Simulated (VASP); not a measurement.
# LaTe3 under strain, part 3 of 5

How does the pressure of LaTe3 answer to a change of volume? The bands are shown for each cell. All runs use PBEsol. Left out of this account: at least 1 further run (fields: a reference on another mesh). The start is a computed cell from the Materials Project.

VASP 6.6.1; PBEsol; plane waves and PAW (La, Te).

Still holding for the runs below: Spin-orbit coupling is off here; it can split and shift levels that hold much weight on La and Te by tenths of an eV or more.

So far, pressure (GPa): step 2 (bands, cell as listed) -2.40; step 3 (cell volume +4.0 %) -4.06.

**4. Bands, volume times 1.08**

The cell is expanded evenly, with fractional positions held.

INCAR

```
SYSTEM = LaTe3
PREC = Accurate
ENCUT = 400
EDIFF = 1E-06
NELM = 100
ISMEAR = -1
SIGMA = 0.05
LREAL = .FALSE.
ALGO = Normal
GGA = PS
NBANDS = 49
LASPH = .TRUE.
LORBIT = 11
LWAVE = .FALSE.
LCHARG = .FALSE.
KPAR = 8
```

POSCAR

```
LaTe3
1.0
    4.5427962308      0.0000000000      0.0000000000
    0.0000000000      0.0000000000      4.5465699904
    2.2713981154    -13.9392874870      0.0000000000
La Te
2 6
Direct
    0.8294734600      0.7500000000      0.3410530800
    0.1705265400      0.2500000000      0.6589469200
    0.0734785600      0.7500000000      0.8530428800
    0.9265214400      0.2500000000      0.1469571200
    0.4266317800      0.7500000000      0.1467364400
    0.5733682200      0.2500000000      0.8532635600
    0.7050066000      0.7500000000      0.5899868000
    0.2949934000      0.2500000000      0.4100132000
```

KPOINTS

```
Automatic mesh
0
Gamma
7 7 7
0 0 0
```

KPOINTS_OPT

```
Line mode
12
Line-mode
Reciprocal
  0.00000000   0.00000000   0.00000000 GAMMA
  0.51327625   0.00000000   0.25663812 X

  0.51327625   0.00000000   0.25663812 X
  0.50000000   0.00000000   0.00000000 S

  0.50000000   0.00000000   0.00000000 S
  0.50000000   0.50000000   0.00000000 R

  0.50000000   0.50000000   0.00000000 R
  0.51327625   0.50000000   0.25663812 A

  0.51327625   0.50000000   0.25663812 A
  0.00000000   0.50000000   0.00000000 Z

  0.00000000   0.50000000   0.00000000 Z
  0.00000000   0.00000000   0.00000000 GAMMA

  0.00000000   0.00000000   0.00000000 GAMMA
  0.00000000   0.00000000  -0.50000000 Y

  0.00000000   0.00000000  -0.50000000 Y
  0.48672375   0.00000000  -0.25663812 X1

  0.48672375   0.00000000  -0.25663812 X1
  0.48672375   0.50000000  -0.25663812 A1

  0.48672375   0.50000000  -0.25663812 A1
  0.00000000   0.50000000  -0.50000000 T

  0.00000000   0.50000000  -0.50000000 T
  0.00000000   0.00000000  -0.50000000 Y

  0.00000000   0.50000000   0.00000000 Z
  0.00000000   0.50000000  -0.50000000 T
```

PAW data sets: La and Te (PBE family, release 64).

Command:

```bash
mpirun -np 8 vasp_std
```

The program printed:

```text
[... set-up lines as in an earlier step ...]
 entering main loop
       N       E                     dE             d eps       ncg     rms          rms(c)
DAV:   1     0.504180323812E+03    0.50418E+03   -0.16837E+04  6272   0.101E+03
DAV:   2     0.639558030473E+02   -0.44022E+03   -0.39495E+03  7269   0.234E+02
DAV:   3    -0.308284308374E+02   -0.94784E+02   -0.85686E+02  8109   0.117E+02
DAV:   4    -0.400716966796E+02   -0.92433E+01   -0.91261E+01 10814   0.374E+01
DAV:   5    -0.406667626025E+02   -0.59507E+00   -0.59367E+00 12072   0.841E+00    0.116E+01
DAV:   6    -0.399221938888E+02    0.74457E+00   -0.26372E+00 11464   0.737E+00    0.589E+00
DAV:   7    -0.399122171500E+02    0.99767E-02   -0.11383E+00  9976   0.313E+00    0.375E+00
DAV:   8    -0.399078561708E+02    0.43610E-02   -0.92277E-02 10375   0.122E+00    0.202E+00
DAV:   9    -0.399060102663E+02    0.18459E-02   -0.28922E-02 11040   0.678E-01    0.543E-01
DAV:  10    -0.399059896586E+02    0.20608E-04   -0.45017E-03 11984   0.208E-01    0.258E-01
DAV:  11    -0.399062517267E+02   -0.26207E-03   -0.11832E-03 11086   0.135E-01    0.749E-02
DAV:  12    -0.399062762310E+02   -0.24504E-04   -0.20296E-04 12208   0.580E-02    0.454E-02
DAV:  13    -0.399063301623E+02   -0.53931E-04   -0.20059E-04 11464   0.448E-02    0.159E-02
DAV:  14    -0.399063380910E+02   -0.79287E-05   -0.52385E-05 12368   0.211E-02    0.211E-02
DAV:  15    -0.399063393180E+02   -0.12270E-05   -0.74215E-06  9928   0.888E-03    0.123E-02
DAV:  16    -0.399063394674E+02   -0.14940E-06   -0.50716E-07  5312   0.465E-03
   1 F= -.39906339E+02 E0= -.39899643E+02  d E =-.133934E-01
 Start KPOINTS_OPT (optional k-point list driver)
k-point batch [1-64\144]
       N       E                     dE             ncg
DAV:   1     0.223515446244E+05   -0.52522E+05     6272
DAV:   2    -0.629387452575E+04   -0.28645E+05     7353
DAV:   3    -0.121879760980E+05   -0.58941E+04     8226
DAV:   4    -0.127186685321E+05   -0.53069E+03    10534
DAV:   5    -0.127541357645E+05   -0.35467E+02    12072
DAV:   6    -0.127570118187E+05   -0.28761E+01    11200
DAV:   7    -0.127571414845E+05   -0.12967E+00    12032
DAV:   8    -0.127571504287E+05   -0.89442E-02    10936
DAV:   9    -0.127571508936E+05   -0.46488E-03    11848
DAV:  10    -0.127571509321E+05   -0.38458E-04     8488
DAV:  11    -0.127571509343E+05   -0.22295E-05     6376
DAV:  12    -0.127571509348E+05   -0.48340E-06     5608
[...]
k-point batch [129-144\144]
       N       E                     dE             ncg
DAV:   1     0.516252411732E+05   -0.82688E+04     1568
DAV:   2     0.443442068997E+05   -0.72810E+04     1813
DAV:   3     0.428628604482E+05   -0.14813E+04     2114
DAV:   4     0.427249416155E+05   -0.13792E+03     2698
DAV:   5     0.427155288902E+05   -0.94127E+01     3048
DAV:   6     0.427146471853E+05   -0.88170E+00     2912
DAV:   7     0.427146054861E+05   -0.41699E-01     3016
DAV:   8     0.427146021087E+05   -0.33775E-02     2904
DAV:   9     0.427146019278E+05   -0.18089E-03     3016
DAV:  10     0.427146019091E+05   -0.18658E-04     2208
DAV:  11     0.427146019079E+05   -0.12392E-05     1776
DAV:  12     0.427146019077E+05   -0.17896E-06     1672
```

Elapsed: 2.7 min, on 8 MPI ranks of Intel Xeon 6975P-C (Granite Rapids), shared host; peak memory 7.6 GiB.

From OUTCAR (step 4):

```text
  LATTYP: Found a base centered orthorhombic cell.
 ALAT       =     4.5427962308
 B/A-ratio  =     6.1368755184
 C/A-ratio  =     1.0008307129

 Found     64 irreducible k-points:

   ENCUT  =  400.0 eV  29.40 Ry    5.42 a.u.   7.41  7.41 23.03*2*pi/ulx,y,z

   NELECT =      58.0000    total number of electrons

 E-fermi :   5.3662

 k-point     1 :       0.0000    0.0000    0.0000
  band No.  band energies     occupation
    ...
     24       4.7393      1.99999
     25       4.7978      1.99998
     26       5.0605      1.99559
     27       5.0644      1.99523
     28       5.1359      1.98021
     29       6.6543      0.00000
     30       6.9930      0.00000
     31       7.2295      0.00000
     32       7.2388      0.00000
     33       7.2438      0.00000
    ...

 k-point     2 :       0.1429    0.0000    0.0000
  band No.  band energies     occupation
    ...
     24       4.3476      2.00000
     25       4.7644      1.99999
     26       4.7659      1.99999
     27       4.9275      1.99969
     28       5.2326      1.87058
     29       6.7033      0.00000
     30       6.7217      0.00000
     31       6.7962      0.00000
     32       6.7993      0.00000
     33       6.8535      0.00000
    ...

  Total      -10.6582558     -7.6219909    -10.7109715      0.0000000     -0.0000000      0.0000000
  in kB      -59.3128797    -42.4161549    -59.6062411      0.0000000     -0.0000000      0.0000000
  external PRESSURE =     -53.7784252 kB  Pullay stress =       0.0000000 kB

  energy-cutoff  :      400.00
  volume of cell :      287.90
      direct lattice vectors                 reciprocal lattice vectors
     4.542796231  0.000000000  0.000000000     0.220128738  0.035869839  0.000000000
     0.000000000  0.000000000  4.546569990     0.000000000  0.000000000  0.219946026
     2.271398115-13.939287487  0.000000000     0.000000000 -0.071739678  0.000000000

 POSITION                                       TOTAL-FORCE (eV/Angst)
 -----------------------------------------------------------------------------------
      4.54280     -4.75404      3.40993         0.000000      0.016240      0.000000
      2.27140     -9.18525      1.13664        -0.000000     -0.016240      0.000000
      2.27140    -11.89081      3.40993         0.000000      0.329322      0.000000
      4.54280     -2.04848      1.13664        -0.000000     -0.329322      0.000000
      2.27140     -2.04540      3.40993         0.000000     -0.340341     -0.000000
      4.54280    -11.89389      1.13664         0.000000      0.340341      0.000000
      4.54280     -8.22400      3.40993        -0.000000     -0.032682     -0.000000
      2.27140     -5.71529      1.13664         0.000000      0.032682      0.000000
 -----------------------------------------------------------------------------------
    total drift:                               -0.000000     -0.000000      0.000000

  FREE ENERGIE OF THE ION-ELECTRON SYSTEM (eV)
  ---------------------------------------------------
  free  energy   TOTEN  =       -39.9063394674 eV

  energy  without entropy=      -39.8929460481  energy(sigma->0) =      -39.89964276

 total charge
# of ion       s       p       d       f       tot
--------------------------------------------------
    1        2.019   5.630   0.596   0.141   8.385
    2        2.019   5.630   0.596   0.141   8.385
    3        1.419   1.821   0.029   0.000   3.269
    4        1.419   1.821   0.029   0.000   3.269
    5        1.419   1.821   0.029   0.000   3.268
    6        1.419   1.821   0.029   0.000   3.268
    7        1.351   2.057   0.012   0.000   3.419
    8        1.351   2.057   0.012   0.000   3.419
--------------------------------------------------
tot         12.414  22.656   1.332   0.282  36.683

[... 4 parts as in an earlier step ...]

[... 7 further parts left out ...]
```

This step gave:

* free energy (TOTEN): -39.91 eV
* energy at zero smearing: -39.90 eV
* Fermi energy: 5.366 eV
* pressure: -5.378 GPa

Electronic bands along the path, in eV, zero at the Fermi level; # counts the bands kept in this run, so #1 is VASP's band 13:

| point | #13 | #14 | #15 | #16 | #17 | #18 | #19 | #20 |
| --- | --- | --- | --- | --- | --- | --- | --- | --- |
| Γ | -0.57 | -0.31 | -0.30 | -0.23 | 1.29 | 1.63 | 1.86 | 1.87 |
| 0.45 of the way | -0.94 | -0.69 | -0.68 | -0.13 | 0.63 | 0.73 | 0.78 | 0.85 |
| X | -1.44 | -1.29 | -1.22 | -1.11 | -1.11 | -0.98 | -0.57 | -0.51 |
| 0.55 of the way | -1.43 | -1.32 | -1.22 | -1.13 | -1.12 | -0.98 | -0.55 | -0.53 |
| S | -1.43 | -1.34 | -1.23 | -1.13 | -1.13 | -0.97 | -0.56 | -0.53 |
| 0.55 of the way | -1.28 | -1.13 | -1.00 | -0.95 | 1.51 | 1.55 | 1.93 | 1.96 |
| R | -1.47 | -1.47 | -1.08 | -1.08 | 2.01 | 2.01 | 2.10 | 2.10 |
| 0.45 of the way | -1.46 | -1.46 | -1.08 | -1.08 | 2.01 | 2.01 | 2.10 | 2.10 |
| A | -1.45 | -1.45 | -1.08 | -1.08 | 2.01 | 2.01 | 2.10 | 2.10 |
| 0.45 of the way | -1.20 | -1.20 | -0.98 | -0.98 | 1.59 | 1.59 | 1.98 | 1.98 |
| Z | -1.27 | -1.27 | -1.18 | -1.18 | -1.04 | -1.04 | -0.63 | -0.63 |
| 0.55 of the way | -0.91 | -0.88 | -0.47 | -0.14 | 0.68 | 0.78 | 0.82 | 0.90 |
| Γ | -0.57 | -0.31 | -0.30 | -0.23 | 1.29 | 1.63 | 1.86 | 1.87 |
| 0.45 of the way | -0.57 | -0.37 | -0.31 | -0.30 | 1.29 | 1.62 | 1.87 | 1.88 |
| Y | -0.59 | -0.57 | -0.31 | -0.30 | 1.29 | 1.63 | 1.88 | 1.90 |
| 0.45 of the way | -0.92 | -0.89 | -0.44 | -0.30 | 0.72 | 0.83 | 0.86 | 0.96 |
| X1 | -1.44 | -1.29 | -1.22 | -1.11 | -1.11 | -0.98 | -0.57 | -0.51 |
| 0.55 of the way | -1.29 | -1.12 | -0.99 | -0.97 | 1.50 | 1.53 | 1.94 | 1.95 |
| A1 | -1.45 | -1.45 | -1.08 | -1.08 | 2.01 | 2.01 | 2.10 | 2.10 |
| 0.55 of the way | -1.23 | -1.23 | -0.87 | -0.87 | 1.03 | 1.03 | 1.44 | 1.44 |
| T | -1.48 | -1.48 | -1.16 | -1.16 | -1.03 | -1.03 | -0.48 | -0.48 |
| 0.45 of the way | -1.08 | -0.87 | -0.79 | -0.30 | 0.29 | 0.40 | 0.45 | 0.64 |
| Y | -0.59 | -0.57 | -0.31 | -0.30 | 1.29 | 1.63 | 1.88 | 1.90 |
| jump to Z | -1.27 | -1.27 | -1.18 | -1.18 | -1.04 | -1.04 | -0.63 | -0.63 |
| 0.55 of the way | -1.43 | -1.43 | -1.17 | -1.17 | -1.03 | -1.03 | -0.53 | -0.53 |
| T | -1.48 | -1.48 | -1.16 | -1.16 | -1.03 | -1.03 | -0.48 | -0.48 |

Of the projections kept (La, Te), the largest for each band there, as a share of the weight inside these atoms' spheres; weight between the spheres isn't counted:

| point | #13 | #14 | #15 | #16 | #17 | #18 | #19 | #20 |
| --- | --- | --- | --- | --- | --- | --- | --- | --- |
| Γ | Te 0.68 | Te 0.79 | Te 0.79 | Te 0.90 | La 0.70 | La 0.80 | La 0.51 | La 0.52 |
| X | Te 0.89 | Te 0.94 | Te 0.90 | Te 0.93 | Te 0.97 | Te 0.92 | Te 0.83 | Te 0.88 |
| S | Te 0.89 | Te 0.96 | Te 0.90 | Te 0.92 | Te 0.97 | Te 0.94 | Te 0.84 | Te 0.86 |
| R | Te 0.84 | Te 0.84 | Te 0.79 | Te 0.79 | La 0.99 | La 0.99 | La 0.99 | La 0.99 |
| A | Te 0.84 | Te 0.84 | Te 0.79 | Te 0.79 | La 0.99 | La 0.99 | La 0.99 | La 0.99 |
| Z | Te 0.96 | Te 0.96 | Te 0.91 | Te 0.91 | Te 0.92 | Te 0.92 | Te 0.86 | Te 0.86 |

Force by atom:

| atom | x (eV/Å) | y (eV/Å) | z (eV/Å) | size |
| --- | --- | --- | --- | --- |
| La1 | 0.000 | 0.016 | 0.000 | 0.016 |
| La2 | 0.000 | -0.016 | 0.000 | 0.016 |
| Te3 | 0.000 | 0.329 | 0.000 | 0.329 |
| Te4 | 0.000 | -0.329 | 0.000 | 0.329 |
| Te5 | 0.000 | -0.340 | 0.000 | 0.340 |
| Te6 | 0.000 | 0.340 | 0.000 | 0.340 |
| Te7 | 0.000 | -0.033 | 0.000 | 0.033 |
| Te8 | 0.000 | 0.033 | 0.000 | 0.033 |

 The pressure is -5.38 GPa.

Between step 2 and this run (cell volume +8.0 %) the value for the pressure moves from -2.40 GPa to -5.38 GPa.

(Part 3 of 5 ends here.)

[Lines on the potential files, build, host, timing and source positions are cut from VASP's logs without a mark.]

[Logs are printed without paths, hosts, clocks, repeated set-up lines and the standing remarks that a program may print on its own settings, such as how far it seeks lower states.]

[Hosts, paths, dates, database ids (printed as entryN), source tags and the programs' standing remarks are cut or masked in the printed files.]

[A measured line is paired with the nearest computed mode of its activity, which favours agreement.]

[In band tables of VASP the shares of atoms and orbitals are scaled to a sum of 1 inside the atoms' spheres.]
